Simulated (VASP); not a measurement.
Data:

```xyz
4
Lattice="2.1302 -3.6896 0.0000 2.1302 3.6896 0.0000 0.0000 0.0000 6.9455" Properties=species:S:1:pos:R:3 pbc="T T T"
Cd     2.1302    -1.2299     3.4728
Cd     2.1302     1.2299     0.0000
Se     2.1302    -1.2299     6.0843
Se     2.1302     1.2299     2.6115
```

All values below come from PBEsol GGA, VASP's PBE PAW potentials (set 64) (plane waves; VASP). Numerical set-up: 300 eV cut-off, 5×5×3 Γ-centred mesh, Fermi-Dirac smearing of 0.010 eV, potentials Cd Se.

At this cut-off the stress carries a Pulay error, which pulls relaxed volumes low.

Estimate the energy per atom (σ→0), pressure.

| Property | Result |
|---|---|
| energy per atom (σ→0) | -3.076 eV/atom |
| pressure | 2.06 GPa |

Total energies compare only between runs with the same potentials, cut-off and functional.

The structure is a typed CdSe crystal (P6_3mc). The cell was not relaxed at this level.
